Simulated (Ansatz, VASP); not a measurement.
# Si32HO63 (H_O): VASP beside Ansatz

Aim: how closely do two programs agree when they are given the same cell, functional and k mesh? The cell is taken from a series of runs on this material, whose earlier steps may have relaxed, scaled, displaced or heated it; both programs get it as it stands.

Program: Ansatz 0.2.0. Level of theory: plane waves, with VASP 6.6.1 beside it; single point at r2SCAN. Results are calculated unless marked as measured.

**1. The starting structure**

The cell holds 96 atoms: 32 Si, 63 O and 1 H. Cell: a = 9.926 Å, b = 9.926 Å, c = 11.836 Å, α = 53.4°, β = 53.4°, γ = 73.2°. It derives from SiO2 (SiO2 (P4_2/mnm)). Nearest the centre at fractional (0.528, 0.722, 0.375): H96 at 0.57 Å, Si26 at 1.69 Å, Si29 at 1.70 Å, Si12 at 1.96 Å, O82 at 2.52 Å, O84 at 2.53 Å, O88 at 2.53 Å, O83 at 2.53 Å.

**2. Ansatz: single point, r2SCAN**

Ansatz runs on its PAW soft_1 files.

With cell and atoms fixed, the geometry can't cause a difference; cores, projectors, grids and the points listed under the comparison can.

input.yaml

```yaml
crystal:
  checkpoint: "../qm1.relax.run"
  host: checkpoint
basis:
  ecutwfc: 500
  xc_grid: 2
hamiltonian:
  xc: r2scan
  pseudopotentials: { kind: paw, azcp: { folder: soft_1 } }
kpoints:
  mp_grid: { grid: [2, 2, 2], shift: [0.5, 0.5, 0.5] }
scf:
  occupations: { method: fermi_dirac, width: 0.01 }
  max_iter: 60
output:
  forces: true
  eigenvalues: true
  charged_corrections: { defect_position: [0.528052, 0.721948, 0.375] }
checkpoint:
  read: "../qm1.relax.run"
  write: "../qm1.point_neutral.run"
  compress: false
  write_wavefunctions: false
  write_every: 100000
magnetization:
  spin_polarized: true
  initial_magnetization: 1
  spin_locking: { lock_magnetization: hard }
```

Command:

```bash
$ ansatz run input.yaml --threads 8 --pin off --max-ram 22609MiB --backend cpu --events-out ev --progress --plain --runs-dir out
```

Numbers of over 12 decimals in the logs are rounded to 6 here.

The program printed:

```text
Warning: This run holds its total moment fixed (magnetization.spin_locking.lock_magnetization: hard) and mixes its density by anderson or broyden (scf.mixing.algorithm, typed or taken by auto). Slabs with a fixed moment have converged under broyden above another state at the same moment, at the default mixing steps and at smaller ones, and under scf.lower_state_search: standard, light or off a state that such a mixer [...]
checkpoint.read: neither the saved density nor the saved orbitals are used: the state is of another total charge, and does not settle where this run's electrons and spins go. The run starts from its atoms. Which states do: the manual's quickstart, A charge series.
crystal.checkpoint: the structure is that of <dir>, a `relax` run, at its step 10: its result, under r2scan at a charge of -1 e; 96 atoms read, 0 with a starting moment; this deck's charge is 0 e; no density is read with it (checkpoint.read); crystal.structure_sha256 for this input is
Engine: ansatz 0.2.0, aarch64-unknown-linux-gnu
Pseudopotentials: kind: paw
Pseudopotential: Si, paw, valence charge 4, recommended cutoff 500 eV (meta_gga), soft_1/Si.paw.azcp
Pseudopotential: O, paw, valence charge 6, recommended cutoff 500 eV (meta_gga), soft_1/O.paw.azcp
Pseudopotential: H, paw, valence charge 1, recommended cutoff 500 eV (meta_gga), soft_1/H.paw.azcp
Functional definition: r2SCAN
  parameter k0 = 0.174
  parameter k1 = 0.065
  parameter a1 = 4.9479
  exchange = r2scan_x(k0 = k0, k1 = k1, a1 = a1)
  correlation = r2scan_c
Crystal: 96 atoms, lattice volume = 747.688 Å³
Basis set: ecut = 500 eV, 18959 PW (Γ), exchange–correlation on 150×150×180 points (8 copies of the dense FFT grid, shifted against one another)
Bands: 350, of which v1, the nominal top of the filled ones, is band 254 counted from 1 (253 counted from 0)
Symmetry: 1 space group operations
Space group: P1 (ITA 1), of the structure as read, at distance tolerance 9.1e-5 Å
Magnetic group: BNS 1.1 (UNI 1), of the structure as read, at distance tolerance 9.1e-5 Å
k-points: 4 of 8 (time reversal used)
Non-local potential: Si, projectors of the file, l = 0: 2, l = 1: 2, l = 2: 1
Non-local potential: O, projectors of the file, l = 0: 2, l = 1: 2, l = 2: 1
Non-local potential: H, projectors of the file, l = 0: 2, l = 1: 1
PAW form: soft (Blöchl's): semilocal exchange-correlation on the pseudo side does not see the compensation charge
PAW frozen core: Si, regenerated for the run's functional (the file was generated under x = pbe(κ = 0.804, μ = 0.219515), c = pbe(β = 0.066725))
PAW frozen core: O, regenerated for the run's functional (the file was generated under x = pbe(κ = 0.804, μ = 0.219515), c = pbe(β = 0.066725))
PAW one-centre angular grid: Si, 302 points (default); XC on 160 Gauss nodes
PAW one-centre angular grid: O, 302 points (default); XC on 160 Gauss nodes
PAW one-centre angular grid: H, 302 points (default); XC on 160 Gauss nodes
Initial density: superposition of atomic densities (chi_scale 0.1, normalization cell, long waves kept (reshape's long-wave potential 0.29 eV rms))
Starting moments: Σ|m| = 1 μB on 96 of 96 sites
Initial wavefunctions: pseudopotential atomic-orbital guess
Functional: x = r2scan, c = r2scan; τ floored in thin density (d = 2e-4 eV/Å³)
SCF iter   1: F=—  HF=-56406.919585 eV  |F-HF|=—  |Δ(HF+E_count)|=         —  Δρ=7.31e-2 (↑7.29e-2 ↓7.31e-2)  dr2=1.31e2  dr2_τ=4.33e0  dr2_m=1.66e-1  M=1.000 μB ∫|m|=1.030 μB  β_m=1.20  ethr=3.10e-3  ⟨swp⟩=6.2  Hψ=12831  notcnv=0  defer=502
preconditioner: auto → Resta (q_TF=auto, 2.557 Å⁻¹)  ε∞=3.2  [insulator: Δε(μ)=1.939 eV  Ē_g=20.667 eV  σ=0.010 eV  W_gap=1.00  n_scr=200 (ndim 8)  ℏωp=30.6 eV  f_vac=0.000  D(μ)=0.00/eV (n_scr^D=0)  ε∞_Penn≈3.2]
spin=Collinear: Resta preconditioning applied to the charge; magnetization (m = ρ↑ − ρ↓) channel mixes plain (no charge-response kernel on spin).
SCF iter   2: F=—  HF=-56390.454789 eV  |F-HF|=—  |Δ(HF+E_count)|=    1.65e1  Δρ=3.99e-2 (↑3.99e-2 ↓3.98e-2)  dr2=3.91e1  dr2_τ=4.18e-1  dr2_m=2.77e-3  M=1.000 μB ∫|m|=1.126 μB  β_m=1.20  ethr=3.10e-3  ⟨swp⟩=3.0  Hψ=5297  notcnv=0  defer=727  κ⁻¹=1.0e0(r=1)
SCF iter   3: F=—  HF=-56389.238177 eV  |F-HF|=—  |Δ(HF+E_count)|=    1.22e0  Δρ=1.88e-2 (↑1.88e-2 ↓1.88e-2)  dr2=4.72e0  dr2_τ=9.32e-2  dr2_m=4.09e-3  M=1.000 μB ∫|m|=1.141 μB  β_m=1.20  ethr=3.10e-3  ⟨swp⟩=3.2  Hψ=4624  notcnv=0  defer=729  κ⁻¹=5.9e-2(r=2)
[...]
k-point 2 ↑: bands = [... 250 lower, 9.3329, 9.4825, 9.7128, 10.8083, 15.1538, 17.2470, 17.5134, 18.1793, ... 92 higher]
  k-point 3 ↓: bands = [... 250 lower, 9.3431, 9.4885, 9.7188, 12.4733, 15.6719, 17.4106, 17.7466, 18.2685, ... 92 higher]
```

The column dr2 measures how far the density is from self-consistency, as an energy; F and HF (Harris–Foulkes) agree once it is small.

**3. VASP: single point, r2SCAN**

The same cell, functional, mesh and smearing now go to VASP, with its own data sets.

Lines of VASP's logs that name or quote its potential files are left out, and so is its time.

INCAR

```
SYSTEM = Si32HO63
PREC = Accurate
ENCUT = 580
EDIFF = 1E-06
NELM = 200
ISMEAR = -1
SIGMA = 0.01
LREAL = Auto
ALGO = Normal
METAGGA = R2SCAN
LASPH = .TRUE.
NBANDS = 320
ISPIN = 2
MAGMOM = 0 -0 -0 0 -0 0 -0 0 -0 -0 -0 0.02 -0 -0 -0 0 -0 -0 -0 0.01 -0 -0 -0 0 0 0.06 -0 0 0.06 0 -0 0 0 0 0 0 -0 0 -0 0 0 0 0 0 0 0 -0 -0 0 0.02 0 0 0 -0 0 -0 0 0 0 0.02 0 -0 0 -0 0.02 0 0.02 0 0 -0 0 -0 0 0 0 0 0 -0 0 -0 0 0.02 0.02 0.02 0 0.09 -0 0.02 0 0 0 0 0 0 0 0.09
LORBIT = 11
LWAVE = .FALSE.
LCHARG = .FALSE.
ISIF = 2
ISYM = 0
NUPDOWN = 1
GGA_COMPAT = .FALSE.
LMIXTAU = .TRUE.
```

POSCAR

```
Si32HO63
1.0
    0.0000000000      8.3695907132      5.3368094992
    8.3695907132      0.0000000000      5.3368094992
    8.3695907132      8.3695907132      0.0000000000
Si O H
32 63 1
Direct
    0.9953161524      0.9964272494      0.0038032981
    0.2523766358      0.2526752989      0.2471543935
[... 1 atom line left out ...]
    0.3757922254      0.3756643402      0.3746583400
[... 1 atom line left out ...]
    0.2525884221      0.2536968473      0.7465129453
[... 1 atom line left out ...]
    0.3757336041      0.3756411580      0.8732840559
[... 1 atom line left out ...]
    0.2479144252      0.7501858608      0.2520081895
[... 1 atom line left out ...]
    0.3623223743      0.8867168066      0.3751799568
[... 1 atom line left out ...]
    0.2478803975      0.7501759961      0.7492975946
    0.1270705294      0.6233041443      0.6245096279
[... 1 atom line left out ...]
    0.4988631801      0.0011436274      0.0010223112
[... 1 atom line left out ...]
    0.6257328164      0.1219535588      0.1258272418
    0.8846083993      0.3644481440      0.3751499701
    0.4988647715      0.0011384399      0.4983124144
[... 4 atom lines left out ...]
    0.7412083272      0.7287696202      0.2646860978
    0.6242653009      0.6247635621      0.1249509863
    0.8733623429      0.8732659576      0.3756494866
    0.5202555650      0.5078672467      0.4856017922
[... 1 atom line left out ...]
    0.6242590713      0.6247719216      0.6253703145
    0.8733497599      0.8733272374      0.8770400852
[... 6 atom lines left out ...]
    0.2177959857      0.0312424572      0.3751446801
[... 6 atom lines left out ...]
    0.2822699516      0.4760414142      0.6204544286
[... 1 atom line left out ...]
    0.4759340389      0.2803080177      0.6215351945
[... 1 atom line left out ...]
    0.2365294329      0.7537851956      0.4054279191
[... 3 atom lines left out ...]
    0.2762001724      0.9728358495      0.1240701255
    0.2227866276      0.5282678478      0.3755901356
    0.4697901326      0.7792537281      0.1268025296
[... 3 atom lines left out ...]
    0.2365017707      0.7536748994      0.6037813902
[... 1 atom line left out ...]
    0.2761961086      0.9728177201      0.6262532923
    0.2227738874      0.5283003270      0.8726945262
    0.4698126985      0.7792682440      0.6234826116
    0.4954341598      0.0124234263      0.1465573105
[... 1 atom line left out ...]
    0.4952931921      0.0125587461      0.3448800777
[... 2 atom lines left out ...]
    0.7792827587      0.4697802941      0.1257468291
    0.7207822362      0.0262390641      0.3747360913
[... 6 atom lines left out ...]
    0.7792776262      0.4697636138      0.6245518002
    0.7207545247      0.0263053617      0.8775159384
[... 2 atom lines left out ...]
    0.7479743187      0.7467035559      0.4066130240
    0.5023509329      0.5010070919      0.3436825022
    0.7478105603      0.7468578290      0.0981395412
    0.7729921606      0.9667436749      0.1298465906
    0.7435389917      0.5054822310      0.3751129512
    0.9687595806      0.7730925181      0.1287340856
    0.5022469114      0.5011498411      0.6521824018
[... 1 atom line left out ...]
    0.5000463015      0.5005836616      0.8464181446
    0.7484588795      0.7489842892      0.5980298302
[... 4 atom lines left out ...]
    0.4795640838      0.7695588968      0.3752335506
```

KPOINTS

```
Points of the shifted mesh
8
Reciprocal
 0.2500000000  0.2500000000  0.2500000000 1
 0.2500000000  0.2500000000  0.7500000000 1
 0.2500000000  0.7500000000  0.2500000000 1
 0.2500000000  0.7500000000  0.7500000000 1
 0.7500000000  0.2500000000  0.2500000000 1
 0.7500000000  0.2500000000  0.7500000000 1
 0.7500000000  0.7500000000  0.2500000000 1
 0.7500000000  0.7500000000  0.7500000000 1
```

The projector-augmented-wave data sets are Si, O and H (PBE family, release 64).

Command:

```bash
$ export OMP_NUM_THREADS=4
$ mpirun -np 1 vasp_std
```

The program printed:

```text
[banner, memory and clock lines left out]
running    1 mpi-ranks, on    1 nodes
[...]
Offloading initialized ...    1 GPUs detected
[...]
|                                                                             |
|               ----> ADVICE to this user running VASP <----                  |
|                                                                             |
|     You enforced a specific xc type in the INCAR file but a different       |
|     [... a line on the potential file left out ...]
|     I HOPE YOU KNOW WHAT YOU ARE DOING!                                     |
|                                                                             |

 LDA part: xc-table for (None), standard interpolation
 POSCAR, INCAR and KPOINTS ok, starting setup
[...]
entering main loop
       N       E                     dE             d eps       ncg     rms          rms(c)
DAV:   1     0.282553025987E+04    0.28255E+04   -0.31117E+05 10240   0.174E+03
DAV:   2    -0.952344105194E+03   -0.37779E+04   -0.36864E+04 11960   0.374E+02
DAV:   3    -0.114940313270E+04   -0.19706E+03   -0.19583E+03 12424   0.863E+01
DAV:   4    -0.115183182986E+04   -0.24287E+01   -0.24191E+01 12168   0.104E+01
[...]
DAV:  14    -0.929176981115E+03   -0.13052E-04   -0.53381E-05 11752   0.174E-02    0.187E-02
DAV:  15    -0.929176983584E+03   -0.24692E-05   -0.91629E-06 11624   0.667E-03    0.139E-02
DAV:  16    -0.929176983331E+03    0.25278E-06   -0.18430E-06  6952   0.325E-03
   1 F= -.92917698E+03 E0= -.92917698E+03  d E =-.118721E-11  mag=     1.0000
```

Parts of OUTCAR (step 3):

```text
  FREE ENERGIE OF THE ION-ELECTRON SYSTEM (eV)
  ---------------------------------------------------
  free  energy   TOTEN  =      -929.1769833312 eV

  energy  without entropy=     -929.1769833312  energy(sigma->0) =     -929.17698333

 magnetization (x)
# of ion       s       p       d       tot
------------------------------------------
    1       -0.000   0.000   0.000  -0.000
    2       -0.000  -0.000   0.000  -0.000
    3       -0.000  -0.000   0.000  -0.000
    4        0.001   0.001   0.000   0.002
    5       -0.000  -0.000   0.000  -0.000
    6       -0.000   0.000   0.000  -0.000
    7       -0.000  -0.000   0.000  -0.000
    8        0.001   0.001   0.000   0.002
    9       -0.000  -0.000   0.000  -0.000
   10       -0.000  -0.000   0.000  -0.000
   11       -0.000  -0.000   0.000  -0.000
   12        0.031   0.051   0.000   0.082
   13       -0.000  -0.000   0.000  -0.000
[...]
--------------------------------------------------
tot          0.236   0.460   0.000   0.695

[... 2 further parts left out ...]
[key lines of the parts left out:]
E-fermi :   7.9088
```

The gap is read on the k-mesh alone, so it is an upper bound where the band edges lie off the mesh.

**4. Side by side**

Known differences besides the potentials themselves: VASP starts from the moments at which Ansatz ended; VASP keeps PBE cores, Ansatz makes them for the functional; the cutoff is 500 eV in Ansatz and 580 eV in VASP (PREC = Accurate, projectors in real space); site moments are counted in spheres of each program's own size. Total energies have different zeros and are not compared.

The two programs side by side:

```csv
quantity,Ansatz,VASP,difference
"total moment, fixed by the input (μB)",1.00,1.00,0.00
moment on Si26 (μB),0.06,0.11,-0.05
moment on Si29 (μB),0.06,0.11,-0.05
moment on O86 (μB),0.09,0.09,0.00
moment on H96 (μB),0.09,0.09,+0.01
moment on Si12 (μB),0.02,0.08,-0.06
```

Forces on 7 of the 96 atoms, those with the largest forces and the largest differences (eV/Å; atoms numbered as in POSCAR):

```
atom          Ansatz x, y, z            VASP x, y, z
Si12    2.084, -2.090, 0.000    2.049, -2.052, 0.000
Si26    -0.701, 0.699, 4.256    -0.684, 0.680, 4.209
Si29   -0.702, 0.704, -4.261   -0.683, 0.686, -4.216
 O82  -0.869, -1.122, -0.871  -0.882, -1.139, -0.869
 O83     1.131, 0.868, 0.875     1.149, 0.881, 0.871
 O86    3.060, -3.058, 0.002    3.048, -3.046, 0.001
 H96   -2.234, 2.234, -0.002   -2.216, 2.215, -0.002
```

The forces differ by 13 meV/Å r.m.s., which is 2.1 % of the r.m.s. force of 0.613 eV/Å (both taken over all components).

**5. What came out**

| Quantity | Value |
| --- | --- |
| r.m.s. force difference (single point, r2SCAN) | 2.1 % of the r.m.s. force |

What this shows: The r.m.s. force difference is 2.1 % of the r.m.s. force (single point, r2SCAN), within the 3 % picked in this series as the mark of a large difference. Such differences can come from data sets, numerical settings and the points named under the comparisons, not from the functional's error against experiment.

[Lines on the potential files, build, host, timing and source positions are cut from VASP's logs without a mark.]

[Logs are printed without paths, hosts, clocks, repeated set-up lines and the standing remarks that a program may print on its own settings, such as how far it seeks lower states.]

[Hosts, paths, dates, database ids (printed as entryN), source tags and the programs' standing remarks are cut or masked in the printed files.]
